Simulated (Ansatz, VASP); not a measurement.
# InAs: VASP beside Ansatz, part 2 of 2

Wanted: the spread between two codes on one cell, functional and k mesh. The cell is taken from a series of runs on this material, whose earlier steps may have relaxed, scaled, displaced or heated it; both programs get it as it stands.

VASP 6.6.1 and Ansatz 0.2.0.

So far: The structure; VASP: zone-centre phonons, LDA.

### 2. VASP: zone-centre phonons, LDA (continued)

Level of this step: LDA; plane waves and PAW (As, In_d) (VASP).

Numbers of over 12 decimals in the logs are rounded to 6 here.

OUTCAR, selected parts (step 2):

```text
ion  position               nearest neighbor table
   1  0.750  0.750  0.750-   2 2.59   2 2.59   2 2.59   2 2.59
   2  0.000  0.000  0.000-   1 2.59   1 2.59   1 2.59   1 2.59

  LATTYP: Found a trigonal (rhomboedric) cell.
 ALAT       =     4.2317316295
 COS(alpha) =     0.4998111828

 Subroutine GETGRP returns: Found  6 space group operations
 (whereof  6 operations were pure point group operations)

The static configuration has the point symmetry C_3v.

   k-points           NKPTS =   1728   k-points in BZ     NKDIM =   1728   number of bands    NBANDS=     15

   dimension x,y,z NGX =    32 NGY =   32 NGZ =   32
   dimension x,y,z NGXF=    64 NGYF=   64 NGZF=   64

   ENCUT  =  500.0 eV  36.75 Ry    6.06 a.u.   7.72  7.72  7.72*2*pi/ulx,y,z

   NELECT =      18.0000    total number of electrons

 k-points in reciprocal lattice and weights: Points of the shifted mesh
   0.04166667  0.04166667  0.04166667       0.001
   0.04166667  0.04166667  0.12500000       0.001
   0.04166667  0.04166667  0.20833333       0.001
   0.04166667  0.04166667  0.29166667       0.001
   0.04166667  0.04166667  0.37500000       0.001
   0.04166667  0.04166667  0.45833333       0.001
   0.04166667  0.04166667  0.54166667       0.001
   0.04166667  0.04166667  0.62500000       0.001
   0.04166667  0.04166667  0.70833333       0.001
[...]
0.95833333  0.95833333  0.87500000       0.001
   0.95833333  0.95833333  0.95833333       0.001

 average (electrostatic) potential at core
       1 -52.8311       2 -95.8449

  Total        0.4782948      0.4782948      0.4782948      0.0004773      0.0004773      0.0004773
  in kB       14.2969669     14.2969669     14.2969669      0.0142664      0.0142664      0.0142664
  external PRESSURE =      14.2969669 kB  Pullay stress =       0.0000000 kB

  energy-cutoff  :      500.00
  volume of cell :       53.60
      direct lattice vectors                 reciprocal lattice vectors
    -0.000564968  2.992286105  2.992286105    -0.167049005  0.167080551  0.167080551
     2.992286105 -0.000564968  2.992286105     0.167080551 -0.167049005  0.167080551
     2.992286105  2.992286105 -0.000564968     0.167080551  0.167080551 -0.167049005

 POSITION                                       TOTAL-FORCE (eV/Angst)
 -----------------------------------------------------------------------------------
      4.48784      4.48784      4.48784        -0.000101     -0.000101     -0.000101
      0.00016      0.00016      0.00016         0.000101      0.000101      0.000101
 -----------------------------------------------------------------------------------
    total drift:                                0.000001      0.000001      0.000001

 Eigenvectors and eigenvalues of the dynamical matrix
 ----------------------------------------------------

   1 f  =    6.653611 THz    41.805873 2PiTHz  221.940584 cm-1    27.517113 meV
             X         Y         Z           dx          dy          dz
      4.487844  4.487844  4.487844    -0.449198   -0.449198   -0.449198
      0.000162  0.000162  0.000162     0.362705    0.362705    0.362705

   2 f  =    6.651446 THz    41.792268 2PiTHz  221.868359 cm-1    27.508158 meV
             X         Y         Z           dx          dy          dz
      4.487844  4.487844  4.487844     0.629261   -0.390067   -0.239194
      0.000162  0.000162  0.000162    -0.508097    0.314960    0.193137

   3 f  =    6.651446 THz    41.792268 2PiTHz  221.868359 cm-1    27.508158 meV
             X         Y         Z           dx          dy          dz
      4.487844  4.487844  4.487844    -0.087107   -0.501403    0.588510
      0.000162  0.000162  0.000162     0.070334    0.404858   -0.475192

   4 f/i=    0.001352 THz     0.008495 2PiTHz    0.045097 cm-1     0.005591 meV
             X         Y         Z           dx          dy          dz
      4.487844  4.487844  4.487844    -0.362704   -0.362706   -0.362704
      0.000162  0.000162  0.000162    -0.449197   -0.449200   -0.449197

   5 f/i=    0.001352 THz     0.008495 2PiTHz    0.045101 cm-1     0.005592 meV
             X         Y         Z           dx          dy          dz
      4.487844  4.487844  4.487844     0.293384    0.217692   -0.511077
      0.000162  0.000162  0.000162     0.363347    0.269604   -0.632952

   6 f/i=    0.001352 THz     0.008495 2PiTHz    0.045101 cm-1     0.005592 meV
             X         Y         Z           dx          dy          dz
      4.487844  4.487844  4.487844    -0.420756    0.464455   -0.043702
      0.000162  0.000162  0.000162    -0.521093    0.575212   -0.054124

 ELASTIC MODULI CONTR FROM IONIC RELAXATION (kBar)
 Direction    XX          YY          ZZ          XY          YZ          ZX
 --------------------------------------------------------------------------------
 XX          -0.0007      0.0000      0.0000      0.0156      0.4659     -0.0438
 YY           0.0000     -0.0007      0.0000     -0.0438      0.0156      0.4659
 ZZ           0.0000      0.0000     -0.0007      0.4659     -0.0438      0.0156
 XY           0.0156     -0.0438      0.4659   -295.5477      0.8593      0.8593
 YZ           0.4659      0.0156     -0.0438      0.8593   -295.5477      0.8593
 ZX          -0.0438      0.4659      0.0156      0.8593      0.8593   -295.5477
 --------------------------------------------------------------------------------
```

### 3. Ansatz: zone-centre phonons, LDA

Ansatz runs on its PAW soft_1 files.

The same cell, functional (in two slightly different forms), mesh and smearing now go to Ansatz, which takes its cutoff from its data sets.

input.yaml reads:

```yaml
crystal:
  lattice:
    - [-0.0005649685, 2.9922861047, 2.9922861047]
    - [2.9922861047, -0.0005649685, 2.9922861047]
    - [2.9922861047, 2.9922861047, -0.0005649685]
  atoms:
    - { symbol: As, position: [0.7499729673, 0.7499729673, 0.7499729673] }
    - { symbol: In, position: [2.70327e-05, 2.70327e-05, 2.70327e-05] }
kpoints:
  mp_grid: { grid: [12, 12, 12], shift: [0.5, 0.5, 0.5] }
hamiltonian:
  xc: lda
  pseudopotentials: { kind: paw, azcp: { folder: soft_1 }, xc_functional: pbe }
scf:
  occupations: { method: gaussian, width: 0.015 }
output:
  eigenvalues: true
phonons:
  method: dfpt
```

Run with:

```bash
ansatz run input.yaml --threads 4 --pin off --max-ram 10240MiB --backend cpu --events-out ev --progress --plain --runs-dir out
```

The program printed:

```text
Engine: ansatz 0.2.0, x86_64-unknown-linux-gnu
Pseudopotentials: kind: paw
Pseudopotential: As, paw, valence charge 15, recommended cutoff 420 eV (normal), soft_1/As.paw.azcp
Pseudopotential: In, paw, valence charge 13, recommended cutoff 420 eV (normal), soft_1/In.paw.azcp
Functional definition: SPW92
  exchange = slater_x
  correlation = pw_c
Crystal: 2 atoms, lattice volume = 53.600 Å³
Basis set: ecut = 420 eV, 1067 PW (Γ), exchange–correlation on 60×60×60 points (8 copies of the dense FFT grid, shifted against one another)
Bands: 18, of which v1, the nominal top of the filled ones, is band 14 counted from 1 (13 counted from 0)
Symmetry: 6 space group operations
k-points: 468 of 1728 (irreducible under 2 space group operations, time reversal used)
Non-local potential: As, projectors of the file, l = 0: 2, l = 1: 2, l = 2: 3, l = 3: 1
Non-local potential: In, projectors of the file, l = 0: 2, l = 1: 2, l = 2: 2, l = 3: 1
PAW form: soft (Blöchl's): semilocal exchange-correlation on the pseudo side does not see the compensation charge
PAW frozen core: As, regenerated for the run's functional, and the local potential with it (the file was generated under x = pbe(κ = 0.804, μ = 0.219515), c = pbe(β = 0.066725))
PAW frozen core: In, regenerated for the run's functional, and the local potential with it (the file was generated under x = pbe(κ = 0.804, μ = 0.219515), c = pbe(β = 0.066725))
PAW one-centre angular grid: As, 590 points (default); XC on 64 Gauss nodes
PAW one-centre angular grid: In, 590 points (default); XC on 64 Gauss nodes
Initial density: superposition of atomic densities (chi_scale 0.1, normalization cell, long waves kept (reshape's long-wave potential 0.00 eV rms))
Initial wavefunctions: pseudopotential atomic-orbital guess
Functional: x = slater, c = lda
SCF iter   1: F=—  HF=-10231.429381 eV  |F-HF|=—  |Δ(HF+E_count)|=         —  Δρ=2.87e-2  dr2=3.94e-1  ethr=3.10e-3  ⟨swp⟩=6.0  Hψ=42516  notcnv=0
preconditioner: auto → none  [insulator: Δε(μ)=0.485 eV  Ē_g=14.799 eV  σ=0.015 eV  W_gap=1.00  n_scr=14 (ndim 8)  ℏωp=21.5 eV  f_vac=0.004  D(μ)=0.00/eV (n_scr^D=0)  ε∞_Penn≈3.1]
SCF iter   2: F=—  HF=-10231.316706 eV  |F-HF|=—  |Δ(HF+E_count)|=   1.13e-1  Δρ=1.28e-2  dr2=6.47e-2  ethr=1.41e-3  ⟨swp⟩=2.0  Hψ=14040  notcnv=0
SCF iter   3: F=—  HF=-10231.301971 eV  |F-HF|=—  |Δ(HF+E_count)|=   1.47e-2  Δρ=2.62e-3  dr2=7.95e-3  ethr=2.31e-4  ⟨swp⟩=2.7  Hψ=17106  notcnv=0
SCF iter   4: F=—  HF=-10231.298439 eV  |F-HF|=—  |Δ(HF+E_count)|=   3.53e-3  Δρ=7.18e-4  dr2=1.30e-4  ethr=2.84e-5  ⟨swp⟩=3.0  Hψ=18356  notcnv=0
SCF iter   5: F=—  HF=-10231.298464 eV  |F-HF|=—  |Δ(HF+E_count)|=   2.52e-5  Δρ=1.83e-4  dr2=5.96e-6  ethr=4.66e-7  ⟨swp⟩=3.0  Hψ=16810  notcnv=0
SCF iter   6: F=—  HF=-10231.298469 eV  |F-HF|=—  |Δ(HF+E_count)|=   5.16e-6  Δρ=1.93e-5  dr2=1.25e-7  ethr=2.13e-8  ⟨swp⟩=2.2  Hψ=15081  notcnv=0
SCF iter   7: F=—  HF=-10231.298469 eV  |F-HF|=—  |Δ(HF+E_count)|=   2.10e-7  Δρ=4.61e-6  dr2=1.05e-8  ethr=4.46e-10  ⟨swp⟩=2.0  Hψ=12636  notcnv=0
SCF iter   8: F=—  HF=-10231.298469 eV  |F-HF|=—  |Δ(HF+E_count)|=   9.53e-9  Δρ=6.26e-7  dr2=6.83e-11  ethr=3.74e-11  ⟨swp⟩=2.0  Hψ=14976  notcnv=0
SCF iter   9: F=-10231.298469 eV  HF=-10231.298469 eV  |F-HF|=3.64e-12  |Δ(HF+E_count)|=    0.00e0  Δρ=7.13e-8  dr2=1.41e-12  ethr=1.00e-12  ⟨swp⟩=6.0  Hψ=35293  notcnv=0
SCF 1 converged in 9 iterations: F = -10231.298469 eV  dr2 = 1.41e-12
  greatest PAW one-centre occupation: 0.999 electrons in one spin orbital (limit 2), on the As atom at site 0 (counted from 0), in its partial waves of l = 2
DFPT response loops at Γ: preconditioner auto → none (the input reference at scf.mixing.eps_inf says where Resta's filter doesn't serve); β = 0.50; Broyden in place of MSR1
SCF converged after 9 iterations
Free energy (F): -10231.298469 eV
Harris-Foulkes:  -10231.298469 eV  (|F-HF|=3.64e-12)
Internal energy: -10231.298469 eV  (E = F + TS)
E sigma→0 (E₀):  -10231.298469 eV
Fermi energy:    7.952799 eV
--- Per-component energies (eV) ---
  E_band       = -317.412268
  E_kinetic    = 319.288254
  E_local      = -3444.493790  (includes V_loc(G=0)·N_el)
  E_nonlocal   = -59.435575
  E_hartree    = 1714.882890
  E_xc         = -212.701391
  E_vxc        = -165.150581  (∫ρ·V_xc dr)
  E_paw        = -6001.917479  (= ΣΔE_a)
  E_vpaw       = -397.386416  (= ΣTr[D̂ρ^β])
  E_aug_tail   = 0.000074  (compensation charges beyond the density's cutoff)
  E_ewald      = -2549.281215
  E_core_change = 2.359764  (= ΣΔE_core)
  E_smearing   = -0.000000  (= −TS)
  E_closure    = 0.000000  (closes the sum)
  Σ components = -10231.298469   (vs F -10231.298469, Δ=0.00e0)
--- Band table (eV; the first three rows and the last of 468) ---
  k-point 0: bands = [... 10 lower, -4.3482, 7.0428, 7.7478, 7.7478, 8.1574, 11.6240, 11.6598, 11.6598]
  k-point 1: bands = [... 10 lower, -4.2456, 6.1435, 7.4671, 7.6970, 8.7851, 11.5803, 11.7503, 12.0347]
  k-point 2: bands = [... 10 lower, -4.0006, 4.9294, 7.1512, 7.4849, 9.1115, 11.9295, 12.0396, 12.4917]
  k-point 467: bands = [... 10 lower, -2.7854, 1.7917, 6.5712, 6.6961, 8.8035, 12.3294, 12.4816, 14.5898]
--- Phonons (Γ-DFPT): 2 representative perturbations + reference, on 468 of 1728 k-points (Σ response iterations 6) ---
  k mesh reduced under 2 symmetry operations, with k and −k counted as one. Each operation leaves every solved perturbation unchanged. A smaller set is not used because it would not reduce the number of displacements times k-points to solve
  ASR residual: 9.508e-5 → 0.000e0 eV/Å²; symmetrization residual: 2.113e-5 eV/Å²
  ASR residual per site (eV/Å²): 1.08e-5 9.51e-5
  Γ frequencies (cm⁻¹): 0.00 0.00 0.00 221.06 221.06 221.15
  non-analytic LO–TO correction: not included (Born effective charges unavailable; polar crystals: no LO–TO splitting at Γ)
```

In the SCF lines HF is the Harris–Foulkes energy and dr2 the Hartree energy of the density residual, in eV; the loop may stop once dr2 is under the threshold and the program's other checks hold. Hψ counts applications of the Hamiltonian.

### 4. Comparison

Known differences besides the potentials themselves: the data sets hold 28 valence electrons in Ansatz (on its PAW soft_1 files) and 18 in VASP; the cutoff is 420 eV in Ansatz and 500 eV in VASP; VASP's log shows a relativistic correction to its local exchange, Ansatz's none. Total energies have different zeros and are not compared.

The two programs side by side:

```
                  quantity  Ansatz   VASP  difference
optical mode 1 to 3 (cm⁻¹)   221.1  221.9     -0.36 %
```

Modes are paired by rising frequency, not by their patterns, so a pair may set unlike modes beside each other; they are those without the splitting of longitudinal modes.

### 5. Results

| Property | Result |
| --- | --- |
| r.m.s. difference of the optical zone-centre modes, each program's sorted by frequency (zone-centre phonons, LDA) | 0.80 cm⁻¹ |

In words: The r.m.s. difference of the optical zone-centre modes, each program's sorted by frequency is 0.80 cm⁻¹ (zone-centre phonons, LDA). The data sets hold unlike numbers of valence electrons (28 in Ansatz and 18 in VASP), so part of the differences may come from the potentials. How closely two codes agree says nothing of how well the functional describes the real material.

[Lines on the potential files, build, host, timing and source positions are cut from VASP's logs without a mark.]

[Logs are printed without paths, hosts, clocks, repeated set-up lines and the standing remarks that a program may print on its own settings, such as how far it seeks lower states.]

[Hosts, paths, dates, database ids (printed as entryN), source tags and the programs' standing remarks are cut or masked in the printed files.]
